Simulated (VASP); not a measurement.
Data:

```
O2Si
1.0
    2.47641    -4.28927     0.00000
    2.47641     4.28927     0.00000
    0.00000     0.00000     5.44443
Si O
3 6
Direct
  0.00000   0.46992   0.33333
  0.53008   0.53008   0.00000
  0.46992   0.00000   0.66667
  0.26724   0.41258   0.21453
  0.58742   0.85466   0.88120
  0.73276   0.14534   0.45213
  0.85466   0.58742   0.11880
  0.41258   0.26724   0.78547
  0.14534   0.73276   0.54787
```

These are PBEsol GGA, VASP's PBE PAW potentials (set 64) (plane waves; VASP 6.6.1) values and carry that method's errors. Settings: 520 eV cut-off, 7×7×5 Γ-centred mesh, Gaussian smearing of 0.010 eV, potentials Si O.

**Question.** Give the direction-averaged independent-particle dielectric function (no local fields, no excitons; a broadening of 0.1 eV leaves a tail below the gap, and fine structure carries the noise of the k-mesh).

**Answer.** 
```csv
ħω (eV),ε₁,ε₂
0.00,2.56,0.00
0.20,2.56,0.00
0.50,2.56,0.00
0.70,2.56,0.00
1.00,2.57,0.00
1.20,2.57,0.00
1.50,2.58,0.00
1.80,2.59,0.00
2.00,2.60,0.00
2.30,2.62,0.01
2.50,2.63,0.01
2.80,2.65,0.01
3.00,2.66,0.01
3.30,2.69,0.01
3.60,2.71,0.01
3.80,2.73,0.01
4.10,2.77,0.01
4.30,2.79,0.01
4.60,2.84,0.02
4.90,2.89,0.02
5.10,2.92,0.02
5.40,2.99,0.02
5.60,3.03,0.03
5.90,3.12,0.03
6.10,3.18,0.04
6.40,3.30,0.05
6.70,3.46,0.07
6.90,3.60,0.10
7.20,3.80,0.24
7.40,4.04,0.40
7.70,4.07,0.73
8.00,4.02,0.73
```
ε₂ peaks at 7.8 eV (height 0.9); ε₁(0) averages 2.56, so the electronic refractive index below the gap tends to √2.56 = 1.60.

The compound is SiO2 in the quartz structure. It was relaxed first.
